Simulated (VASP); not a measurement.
An input for Quantum ESPRESSO's pw.x (written as the equivalent of a VASP run, and not itself run):

```
&CONTROL
  calculation = 'vc-relax'
  pseudo_dir = './pseudo'
  outdir = './out'
  tprnfor = .true.
  tstress = .true.
  nstep = 60
  forc_conv_thr = 0.00078
/
&SYSTEM
  ibrav = 0
  nat = 4
  ntyp = 2
  ecutwfc = 84
  occupations = 'smearing'
  smearing = 'gaussian'
  degauss = 0.003675
  input_dft = 'pbesol'
/
&ELECTRONS
  conv_thr = 7.3e-08
  electron_maxstep = 100
/
&IONS
/
&CELL
/
ATOMIC_SPECIES
  Al 26.982 Al.upf
  N 14.007 N.upf
CELL_PARAMETERS angstrom
     1.5566498   -2.6961965   -0.0000000
     1.5566498    2.6961965    0.0000000
     0.0000000    0.0000000    4.9837267
ATOMIC_POSITIONS crystal
  Al   0.6666670  0.3333330  0.5000242
  Al   0.3333330  0.6666670  0.0000242
  N    0.6666670  0.3333330  0.8819758
  N    0.3333330  0.6666670  0.3819758
K_POINTS automatic
  7 7 4 0 0 0
```

### Question
Translate this input to VASP (INCAR, KPOINTS, POSCAR, choice of POTCAR).

### Answer
One answer among several that fit: 
POSCAR:
```
AlN
1
    1.5566497979    -2.6961965337    -0.0000000000
    1.5566497979     2.6961965337     0.0000000000
    0.0000000000     0.0000000000     4.9837267432
Al N
2 2
Direct
  0.6666670000   0.3333330000   0.5000242274
  0.3333330000   0.6666670000   0.0000242274
  0.6666670000   0.3333330000   0.8819757726
  0.3333330000   0.6666670000   0.3819757726
```

### KPOINTS
```
kpoints
0
gamma
 7 7 4
```

INCAR:
```
# general
SYSTEM = AlN
PREC   = Accurate
ENCUT  = 520   # plane-wave cut-off (eV)
LREAL  = .FALSE.
LASPH  = .TRUE.   # aspherical one-centre terms

# electronic loop
EDIFF  = 1E-6
NELM   = 100   # most electronic steps
ALGO   = Normal   # blocked Davidson

# smearing
ISMEAR = 0   # Gaussian
SIGMA  = 0.05   # width (eV)

# functional
GGA    = PS   # PBEsol

# ions
IBRION = 2
NSW    = 60   # most ionic steps
ISIF   = 3
EDIFFG = -0.02   # ionic stop

# output
LWAVE  = .FALSE.
LCHARG = .FALSE.
```

POTCAR, in this order: Al N (PBE.64 set). Program: vasp_std.

What does not carry over: the potentials are each code's own (VASP's PAW set, PseudoDojo norm-conserving files in pw.x), so ENCUT and ecutwfc are chosen apart and not converted; conv_thr bounds pw.x's estimated SCF error, while EDIFF bounds the energy change between steps; forc_conv_thr acts on force components and is met together with etot_conv_thr.

The compound is AlN in the wurtzite structure. It was relaxed first. The start is the result of an earlier pass.
